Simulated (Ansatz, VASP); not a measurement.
# HfTeS in two plane-wave programs, part 2 of 2

Aim: how closely do two programs agree when they are given the same cell, functional and k mesh? The cell is taken from a series of runs on this material, whose earlier steps may have relaxed, scaled, displaced or heated it; both programs get it as it stands.

VASP 6.6.1 and Ansatz 0.2.0.

So far: The structure; Ansatz: zone-centre phonons, PBEsol.

## (3) VASP: zone-centre phonons, PBEsol

Level of this step: PBEsol; plane waves and PAW (Hf_pv, S, Te) (VASP).

The same cell, functional, mesh and smearing now go to VASP, with its own data sets.

Lines of VASP's logs that name or quote its potential files are left out, and so is its time.

INCAR

```
SYSTEM = HfTeS
PREC = Accurate
ENCUT = 500
EDIFF = 1E-08
NELM = 120
ISMEAR = 1
SIGMA = 0.2
LREAL = .FALSE.
ALGO = Normal
GGA = PS
NBANDS = 17
LASPH = .TRUE.
LORBIT = 11
LWAVE = .FALSE.
LCHARG = .FALSE.
ISIF = 2
IBRION = 8
GGA_COMPAT = .FALSE.
NELMDL = -8
KPAR = 2
```

POSCAR

```
HfTeS
1.0
    3.6223656772      0.0000000000      0.0000000000
   -1.8111828386      3.1370606982      0.0000000000
    0.0000000000      0.0000000000     30.0000000000
Hf S Te
1 1 1
Direct
    0.0000000000      0.0000000000      0.3388275869
    0.3333333333      0.6666666667      0.3842126323
    0.6666666667      0.3333333333      0.2736264473
```

KPOINTS

```
Automatic mesh
0
Gamma
15 15 1
0 0 0
```

Potentials, in the order of the species: Hf_pv, S and Te (PBE family, release 64).

Started as:

```console
$ mpirun -np 2 vasp_std
```

Numbers of over 12 decimals in the logs are rounded to 6 here.

What it wrote:

```text
[banner, memory and clock lines left out]
running    2 mpi-ranks, on    1 nodes
 distrk:  each k-point on    1 cores,    2 groups
 distr:  one band on    1 cores,    1 groups

 POSCAR found type information on POSCAR HfS Te
 POSCAR found :  3 types and       3 ions
|                                                                             |
|               ----> ADVICE to this user running VASP <----                  |
|                                                                             |
|     You enforced a specific xc type in the INCAR file but a different       |
|     [... a line on the potential file left out ...]
|     I HOPE YOU KNOW WHAT YOU ARE DOING!                                     |
|                                                                             |

 LDA part: xc-table for (Slater+PW92), standard interpolation
 POSCAR, INCAR and KPOINTS ok, starting setup
 FFT: planning ... GRIDC
 FFT: planning ... GRID_SOFT
 FFT: planning ... GRID
 WAVECAR not read
 entering main loop
       N       E                     dE             d eps       ncg     rms          rms(c)
DAV:   1     0.104999827270E+03    0.10500E+03   -0.89546E+03  1134   0.887E+02
DAV:   2    -0.102692223019E+02   -0.11527E+03   -0.11273E+03  1200   0.161E+02
DAV:   3    -0.227368997802E+02   -0.12468E+02   -0.12408E+02  1350   0.532E+01
DAV:   4    -0.229959996083E+02   -0.25910E+00   -0.25855E+00  1452   0.909E+00
DAV:   5    -0.229993534483E+02   -0.33538E-02   -0.33532E-02  1442   0.903E-01
DAV:   6    -0.229994133443E+02   -0.59896E-04   -0.59893E-04  1468   0.105E-01
DAV:   7    -0.229994143186E+02   -0.97429E-06   -0.97383E-06  1444   0.117E-02
DAV:   8    -0.229994143389E+02   -0.20309E-07   -0.20371E-07  1452   0.150E-03    0.511E+01
DAV:   9    -0.220297133648E+02    0.96970E+00   -0.27644E+00  1132   0.796E+00    0.350E+01
DAV:  10    -0.219897150006E+02    0.39998E-01   -0.20596E+00  1232   0.726E+00    0.801E+00
DAV:  11    -0.218972475629E+02    0.92467E-01   -0.77291E-01  1170   0.415E+00    0.215E+00
DAV:  12    -0.218912949871E+02    0.59526E-02   -0.64665E-02  1157   0.123E+00    0.117E+00
DAV:  13    -0.218903833109E+02    0.91168E-03   -0.65017E-03  1272   0.445E-01    0.297E-01
DAV:  14    -0.218902366003E+02    0.14671E-03   -0.50684E-04  1290   0.115E-01    0.159E-01
[...]
DAV:  25    -0.218910534623E+02   -0.86843E-05   -0.33736E-07  1128   0.141E-03    0.134E-03
DAV:  26    -0.218910549423E+02   -0.14800E-05   -0.95584E-09  1096   0.320E-04    0.723E-04
DAV:  27    -0.218910568981E+02   -0.19559E-05   -0.35328E-08  1015   0.464E-04    0.285E-04
DAV:  28    -0.218910570334E+02   -0.13529E-06   -0.36430E-10  1120   0.102E-04    0.223E-04
DAV:  29    -0.218910572920E+02   -0.25857E-06   -0.15330E-09   908   0.123E-04    0.150E-04
DAV:  30    -0.218910573207E+02   -0.28677E-07    0.21980E-10  1025   0.440E-05    0.427E-05
DAV:  31    -0.218910573406E+02   -0.19926E-07    0.27200E-10   825   0.305E-05    0.970E-06
DAV:  32    -0.218910573501E+02   -0.95133E-08    0.28734E-10   824   0.198E-05
   1 F= -.21891057E+02 E0= -.21891202E+02  d E =0.434277E-03
 Linear response reoptimize wavefunctions to high precision
DAV:   1    -0.218910573523E+02   -0.22378E-08    0.30862E-10   961   0.982E-06
DAV:   2    -0.218910573523E+02    0.72760E-11    0.30638E-10   788   0.321E-06
 Linear response DOF=           6
 Linear response progress:
  Degree of freedom:   1/  6
       N       E                     dE             d eps       ncg     rms          rms(c)
RMM:   1    -0.215030315678E+00   -0.21503E+00    0.43256E+00  4109   0.129E+01
RMM:   2    -0.219994983720E+00   -0.49647E-02   -0.40927E-02  5852   0.129E+00    0.577E-01
RMM:   3    -0.219648455576E+00    0.34653E-03   -0.20072E-03  8223   0.212E-01    0.241E-01
RMM:   4    -0.219294922846E+00    0.35353E-03   -0.19555E-04  8218   0.751E-02    0.157E-01
RMM:   5    -0.218957735353E+00    0.33719E-03   -0.44518E-05  8364   0.413E-02    0.140E-02
[...]
RMM:  11    -0.218932579122E+00   -0.31211E-07    0.52463E-08  9399   0.134E-04    0.832E-05
RMM:  12    -0.218932626728E+00   -0.47607E-07    0.27649E-08  9237   0.833E-05    0.254E-05
RMM:  13    -0.218932637174E+00   -0.10446E-07    0.20248E-08  9036   0.595E-05    0.112E-05
RMM:  14    -0.218932634972E+00    0.22019E-08    0.15803E-08  8806   0.436E-05    0.231E-06
 first order change of Fermi-energy  -0.25663E-03
 force on displaced ion       1 direction 1 :  -6.071   0.000  -0.000
 Linear response progress:
  Degree of freedom:   2/  6
       N       E                     dE             d eps       ncg     rms          rms(c)
RMM:   1    -0.269881017975E+00   -0.26988E+00    0.47085E+00   977   0.133E+01
RMM:   2    -0.275312089708E+00   -0.54311E-02   -0.46676E-02  1410   0.133E+00    0.595E-01
RMM:   3    -0.274700371760E+00    0.61172E-03   -0.31926E-03  1893   0.262E-01    0.302E-01
RMM:   4    -0.274298818570E+00    0.40155E-03   -0.30940E-04  2061   0.932E-02    0.208E-01
RMM:   5    -0.273943721392E+00    0.35510E-03   -0.82531E-05  1936   0.487E-02    0.316E-02
RMM:   6    -0.273894339211E+00    0.49382E-04   -0.51502E-06  2191   0.160E-02    0.115E-02
RMM:   7    -0.273898826302E+00   -0.44871E-05   -0.13108E-06  2034   0.533E-03    0.108E-02
RMM:   8    -0.273908114593E+00   -0.92883E-05    0.51762E-07  2000   0.314E-03    0.708E-03
[...]
RMM:   8    -0.103469132088E+00    0.81819E-05   -0.27557E-08  7043   0.127E-03    0.134E-03
RMM:   9    -0.103468549136E+00    0.58295E-06    0.29437E-08  7338   0.388E-04    0.748E-04
RMM:  10    -0.103465790182E+00    0.27590E-05    0.29673E-08  6467   0.456E-04    0.272E-04
RMM:  11    -0.103465370952E+00    0.41923E-06   -0.65269E-08  7307   0.156E-04    0.861E-05
RMM:  12    -0.103465462459E+00   -0.91507E-07   -0.38683E-08  7567   0.542E-05    0.563E-05
RMM:  13    -0.103465586747E+00   -0.12429E-06    0.58015E-09  7160   0.332E-05    0.155E-05
RMM:  14    -0.103465608046E+00   -0.21298E-07    0.12305E-08  7604   0.242E-05    0.820E-06
RMM:  15    -0.103465579041E+00    0.29005E-07    0.14594E-08  6967   0.196E-05    0.146E-06
RMM:  16    -0.103465575587E+00    0.34536E-08    0.33456E-09  5648   0.176E-05    0.797E-07
 first order change of Fermi-energy   0.11031E-03
 force on displaced ion       2 direction 1 :  -6.050   0.001   0.002
 Linear response progress:
  Degree of freedom:   4/  6
       N       E                     dE             d eps       ncg     rms          rms(c)
RMM:   1    -0.143961877319E+00   -0.14396E+00    0.42672E-02  2270   0.182E+00
RMM:   2    -0.142935610746E+00    0.10263E-02   -0.33620E-03  1580   0.320E-01    0.565E-01
RMM:   3    -0.142873779578E+00    0.61831E-04   -0.72392E-04  1651   0.115E-01    0.312E-01
RMM:   4    -0.142994701066E+00   -0.12092E-03   -0.16398E-04  1682   0.530E-02    0.436E-02
RMM:   5    -0.142956518756E+00    0.38182E-04   -0.85412E-06  1651   0.138E-02    0.182E-02
RMM:   6    -0.142904442779E+00    0.52076E-04   -0.35952E-06  1592   0.788E-03    0.395E-03
RMM:   7    -0.142924696150E+00   -0.20253E-04   -0.57637E-07  1600   0.327E-03    0.243E-03
RMM:   8    -0.142928535917E+00   -0.38398E-05   -0.26625E-07  1648   0.175E-03    0.114E-03
RMM:   9    -0.142923783050E+00    0.47529E-05   -0.37388E-08  1538   0.728E-04    0.311E-04
RMM:  10    -0.142922035036E+00    0.17480E-05   -0.87273E-09  1703   0.447E-04    0.289E-04
RMM:  11    -0.142922282456E+00   -0.24742E-06   -0.44625E-09  1647   0.387E-04    0.192E-04
RMM:  12    -0.142921585229E+00    0.69723E-06   -0.42754E-09  1756   0.309E-04    0.623E-05
RMM:  13    -0.142920998349E+00    0.58688E-06   -0.49639E-08  1752   0.169E-04    0.525E-05
RMM:  14    -0.142920902642E+00    0.95707E-07   -0.94605E-08  1762   0.126E-04    0.341E-05
RMM:  15    -0.142921019336E+00   -0.11669E-06   -0.27778E-08  1776   0.918E-05    0.130E-05
RMM:  16    -0.142921061267E+00   -0.41931E-07   -0.15097E-08  1789   0.787E-05    0.129E-05
RMM:  17    -0.142921029257E+00    0.32010E-07    0.68762E-09  1787   0.522E-05    0.680E-06
RMM:  18    -0.142920990232E+00    0.39025E-07    0.79709E-09  1728   0.505E-05    0.645E-06
RMM:  19    -0.142921001147E+00   -0.10915E-07    0.84574E-09  1631   0.360E-05    0.343E-06
RMM:  20    -0.142921013863E+00   -0.12715E-07    0.60728E-10  1641   0.362E-05    0.160E-06
RMM:  21    -0.142921013697E+00    0.16608E-09    0.24614E-09  1507   0.342E-05    0.876E-07
 first order change of Fermi-energy  -0.12028E+01
 force on displaced ion       2 direction 3 :  -0.000   0.000 -10.005
 Linear response progress:
  Degree of freedom:   5/  6
       N       E                     dE             d eps       ncg     rms          rms(c)
RMM:   1    -0.392812670749E-01   -0.39281E-01    0.22893E-02  9355   0.879E-01
RMM:   2    -0.400318857513E-01   -0.75062E-03   -0.15174E-03  7160   0.190E-01    0.224E-01
RMM:   3    -0.401177906660E-01   -0.85905E-04   -0.16199E-04  6949   0.625E-02    0.140E-01
RMM:   4    -0.402930435638E-01   -0.17525E-03   -0.57689E-05  6637   0.402E-02    0.977E-03
RMM:   5    -0.402686740690E-01    0.24369E-04   -0.35634E-06  7114   0.101E-02    0.583E-03
RMM:   6    -0.402563696268E-01    0.12304E-04   -0.66963E-07  7044   0.426E-03    0.165E-03
RMM:   7    -0.402579814589E-01   -0.16118E-05   -0.66247E-08  7213   0.132E-03    0.118E-03
RMM:   8    -0.402565181056E-01    0.14634E-05   -0.38963E-09  7138   0.491E-04    0.451E-04
RMM:   9    -0.402566696120E-01   -0.15151E-06   -0.33310E-09  7416   0.170E-04    0.239E-04
RMM:  10    -0.402567588539E-01   -0.89242E-07    0.37714E-10  7343   0.667E-05    0.134E-04
RMM:  11    -0.402567431176E-01    0.15736E-07    0.34419E-09  7319   0.331E-05    0.168E-05
RMM:  12    -0.402567315002E-01    0.11617E-07    0.29251E-09  7478   0.181E-05    0.106E-05
RMM:  13    -0.402567196886E-01    0.11812E-07   -0.42338E-09  6792   0.124E-05    0.112E-06
RMM:  14    -0.402567210202E-01   -0.13317E-08   -0.33671E-09  5784   0.956E-06    0.647E-07
 first order change of Fermi-energy   0.12381E-03
 force on displaced ion       3 direction 1 :  -2.718   0.000  -0.001
 Linear response progress:
  Degree of freedom:   6/  6
       N       E                     dE             d eps       ncg     rms          rms(c)
RMM:   1    -0.835409775498E-01   -0.83541E-01    0.57563E-02  2189   0.985E-01
RMM:   2    -0.839669618617E-01   -0.42598E-03   -0.23700E-03  1722   0.239E-01    0.575E-01
RMM:   3    -0.839116424736E-01    0.55319E-04   -0.28320E-04  1595   0.848E-02    0.332E-01
RMM:   4    -0.840533870455E-01   -0.14174E-03   -0.11571E-04  1594   0.470E-02    0.541E-02
RMM:   5    -0.840028706664E-01    0.50516E-04   -0.23832E-05  1529   0.219E-02    0.143E-02
RMM:   6    -0.840021326368E-01    0.73803E-06   -0.17230E-06  1601   0.681E-03    0.922E-03
RMM:   7    -0.839917913729E-01    0.10341E-04   -0.76765E-07  1669   0.386E-03    0.251E-03
RMM:   8    -0.839965182502E-01   -0.47269E-05   -0.59817E-08  1614   0.138E-03    0.174E-03
RMM:   9    -0.839982890819E-01   -0.17708E-05   -0.86537E-09  1727   0.548E-04    0.953E-04
RMM:  10    -0.839988107819E-01   -0.52170E-06   -0.10723E-08  1612   0.298E-04    0.345E-04
RMM:  11    -0.840001387503E-01   -0.13280E-05   -0.13735E-08  1633   0.221E-04    0.779E-05
RMM:  12    -0.840007064657E-01   -0.56772E-06   -0.15654E-08  1687   0.163E-04    0.139E-04
RMM:  13    -0.840016548781E-01   -0.94841E-06   -0.23091E-08  1821   0.262E-04    0.409E-05
RMM:  14    -0.840017086853E-01   -0.53807E-07   -0.12083E-09  1792   0.756E-05    0.293E-05
RMM:  15    -0.840018270760E-01   -0.11839E-06    0.10413E-08  1806   0.612E-05    0.147E-05
RMM:  16    -0.840017825451E-01    0.44531E-07    0.12338E-08  1842   0.741E-05    0.258E-05
RMM:  17    -0.840017747815E-01    0.77635E-08    0.52061E-09  1722   0.274E-05    0.660E-06
 first order change of Fermi-energy  -0.11300E+01
 force on displaced ion       3 direction 3 :  -0.000   0.000  -9.539
 Linear response finished
```

Parts of OUTCAR (step 3):

```text
ion  position               nearest neighbor table
   1  0.000  0.000  0.339-   2 2.50   2 2.50   2 2.50   3 2.86   3 2.86   3 2.86
   2  0.333  0.667  0.384-   1 2.50   1 2.50   1 2.50
   3  0.667  0.333  0.274-   1 2.86   1 2.86   1 2.86

  LATTYP: Found a hexagonal cell.
 ALAT       =     3.6223656772
 C/A-ratio  =     8.2818805922

 Subroutine GETGRP returns: Found  6 space group operations
 (whereof  6 operations were pure point group operations)

The static configuration has the point symmetry C_3v.

 Found     27 irreducible k-points:

   k-points           NKPTS =     27   k-points in BZ     NKDIM =     27   number of bands    NBANDS=     17

   dimension x,y,z NGX =    28 NGY =   28 NGZ =  224
   dimension x,y,z NGXF=    56 NGYF=   56 NGZF=  448

   ENCUT  =  500.0 eV  36.75 Ry    6.06 a.u.   6.60  6.60 54.70*2*pi/ulx,y,z

   NELECT =      22.0000    total number of electrons

 k-points in reciprocal lattice and weights: Automatic mesh
   0.00000000  0.00000000  0.00000000       0.004
   0.06666667 -0.00000000  0.00000000       0.027
   0.13333333 -0.00000000  0.00000000       0.027
   0.20000000 -0.00000000  0.00000000       0.027
   0.26666667 -0.00000000  0.00000000       0.027
   0.33333333 -0.00000000  0.00000000       0.027
   0.40000000 -0.00000000  0.00000000       0.027
   0.46666667 -0.00000000  0.00000000       0.027
   0.06666667  0.06666667  0.00000000       0.027
[...]
0.33333333  0.26666667  0.00000000       0.053
   0.33333333  0.33333333  0.00000000       0.009

 average (electrostatic) potential at core
       1 -45.2361       2 -94.3357       3 -96.3760

  Total        1.4866149      1.4866149     -0.0730536      0.0000000      0.0000000      0.0000000
  in kB        6.9867080      6.9867080     -0.3433333      0.0000000      0.0000000      0.0000000
  external PRESSURE =       4.5433609 kB  Pullay stress =       0.0000000 kB

  energy-cutoff  :      500.00
  volume of cell :      340.91
      direct lattice vectors                 reciprocal lattice vectors
     3.622365677  0.000000000  0.000000000     0.276062686  0.159384866  0.000000000
    -1.811182839  3.137060698  0.000000000     0.000000000  0.318769733  0.000000000
     0.000000000  0.000000000 30.000000000     0.000000000  0.000000000  0.033333333

 POSITION                                       TOTAL-FORCE (eV/Angst)
 -----------------------------------------------------------------------------------
      0.00000      0.00000     10.16483         0.000000     -0.000000      0.028414
     -0.00000      2.09137     11.52638        -0.000000     -0.000000     -0.034071
      1.81118      1.04569      8.20879         0.000000      0.000000      0.005656
 -----------------------------------------------------------------------------------
    total drift:                                0.000000     -0.000000      0.000188

 Eigenvectors and eigenvalues of the dynamical matrix
 ----------------------------------------------------

   1 f  =    9.475598 THz    59.536941 2PiTHz  316.071943 cm-1    39.187909 meV
             X         Y         Z           dx          dy          dz
      0.000000  0.000000 10.164828    -0.000000    0.000000   -0.419358
     -0.000000  2.091374 11.526379    -0.000000    0.000000    0.906883
      1.811183  1.045687  8.208793     0.000000   -0.000000    0.041256

   2 f  =    7.199403 THz    45.235182 2PiTHz  240.146227 cm-1    29.774324 meV
             X         Y         Z           dx          dy          dz
      0.000000  0.000000 10.164828     0.324396   -0.000001   -0.000000
     -0.000000  2.091374 11.526379    -0.941765    0.000003   -0.000000
      1.811183  1.045687  8.208793     0.088574   -0.000000    0.000000

   3 f  =    7.199403 THz    45.235182 2PiTHz  240.146227 cm-1    29.774324 meV
             X         Y         Z           dx          dy          dz
      0.000000  0.000000 10.164828    -0.000001   -0.324396   -0.000000
     -0.000000  2.091374 11.526379     0.000003    0.941765   -0.000000
      1.811183  1.045687  8.208793    -0.000000   -0.088574   -0.000000

   4 f  =    5.402065 THz    33.942175 2PiTHz  180.193488 cm-1    22.341135 meV
             X         Y         Z           dx          dy          dz
      0.000000  0.000000 10.164828    -0.000000   -0.000000    0.544450
     -0.000000  2.091374 11.526379    -0.000000    0.000000    0.287608
      1.811183  1.045687  8.208793     0.000000    0.000000   -0.787944

   5 f  =    2.792590 THz    17.546362 2PiTHz   93.150782 cm-1    11.549220 meV
             X         Y         Z           dx          dy          dz
      0.000000  0.000000 10.164828    -0.605430   -0.000005    0.000000
     -0.000000  2.091374 11.526379    -0.134770   -0.000001   -0.000000
      1.811183  1.045687  8.208793     0.784405    0.000007    0.000000

   6 f  =    2.792590 THz    17.546362 2PiTHz   93.150782 cm-1    11.549220 meV
             X         Y         Z           dx          dy          dz
      0.000000  0.000000 10.164828     0.000005   -0.605430    0.000000
     -0.000000  2.091374 11.526379     0.000001   -0.134770    0.000000
      1.811183  1.045687  8.208793    -0.000007    0.784405    0.000000

   7 f/i=    0.000829 THz     0.005212 2PiTHz    0.027667 cm-1     0.003430 meV
             X         Y         Z           dx          dy          dz
      0.000000  0.000000 10.164828     0.000000    0.000000    0.726439
     -0.000000  2.091374 11.526379     0.000000    0.000000    0.307969
      1.811183  1.045687  8.208793     0.000000    0.000000    0.614363

   8 f/i=    0.001488 THz     0.009349 2PiTHz    0.049631 cm-1     0.006153 meV
             X         Y         Z           dx          dy          dz
      0.000000  0.000000 10.164828     0.165647    0.707660   -0.000000
     -0.000000  2.091374 11.526379     0.070217    0.299975   -0.000000
      1.811183  1.045687  8.208793     0.139916    0.597735   -0.000000

   9 f/i=    0.001488 THz     0.009349 2PiTHz    0.049631 cm-1     0.006153 meV
             X         Y         Z           dx          dy          dz
      0.000000  0.000000 10.164828    -0.707660    0.165647    0.000000
     -0.000000  2.091374 11.526379    -0.299975    0.070217    0.000000
      1.811183  1.045687  8.208793    -0.597735    0.139916    0.000000

 ELASTIC MODULI CONTR FROM IONIC RELAXATION (kBar)
 Direction    XX          YY          ZZ          XY          YZ          ZX
 --------------------------------------------------------------------------------
 XX        -121.5129    -68.6868   -160.4911     -0.0000     57.0623      0.0000
 YY         -68.6868   -121.5129   -160.4911      0.0000    -57.0623     -0.0000
 ZZ        -160.4911   -160.4911   -280.4585      0.0000     -0.0000     -0.0000
 XY          -0.0000      0.0000      0.0000    -26.4130      0.0000     53.0465
 YZ          57.0623    -57.0623     -0.0000      0.0000   -136.5159     -0.0000
 ZX           0.0000     -0.0000     -0.0000     53.0465     -0.0000   -113.3090
 --------------------------------------------------------------------------------
```

Harder data sets than Hf_pv exist (the GW ones), and pressures, volumes and forces can shift noticeably with them.

## (4) Comparison

Known differences besides the potentials themselves: Ansatz cuts the interaction across the vacuum, VASP repeats the sheet without a dipole correction; the data sets hold 48 valence electrons in Ansatz (on its PAW soft_1 files) and 22 in VASP; the cutoff is 420 eV in Ansatz and 500 eV in VASP; Ansatz makes its cores anew for this functional, VASP keeps those of its PBE data sets. Total energies have different zeros and are not compared.

The two programs side by side:

| quantity | Ansatz | VASP | difference |
| --- | --- | --- | --- |
| optical mode 1 to 2 (cm⁻¹) | 93.5 | 93.2 | +0.36 % |
| optical mode 3 (cm⁻¹) | 179.9 | 180.2 | -0.17 % |
| optical mode 4 to 5 (cm⁻¹) | 240.5 | 240.1 | +0.13 % |
| optical mode 6 (cm⁻¹) | 315.2 | 316.1 | -0.26 % |

Modes are paired by rising frequency, not by their patterns, so a pair may set unlike modes beside each other; they are those without the splitting of longitudinal modes. Where the cell holds vacuum, a pressure given here is an average over it and none of the material.

## (5) Results

| Property | Result |
| --- | --- |
| r.m.s. difference of the optical zone-centre modes, each program's sorted by frequency (zone-centre phonons, PBEsol) | 0.45 cm⁻¹ |

In words: The r.m.s. difference of the optical zone-centre modes, each program's sorted by frequency is 0.45 cm⁻¹ (zone-centre phonons, PBEsol). The data sets hold unlike numbers of valence electrons (48 in Ansatz and 22 in VASP), so part of the differences may come from the potentials. How closely two codes agree says nothing of how well the functional describes the real material.

[Lines on the potential files, build, host, timing and source positions are cut from VASP's logs without a mark.]

[Logs are printed without paths, hosts, clocks, repeated set-up lines and the standing remarks that a program may print on its own settings, such as how far it seeks lower states.]

[Hosts, paths, dates, database ids (printed as entryN), source tags and the programs' standing remarks are cut or masked in the printed files.]
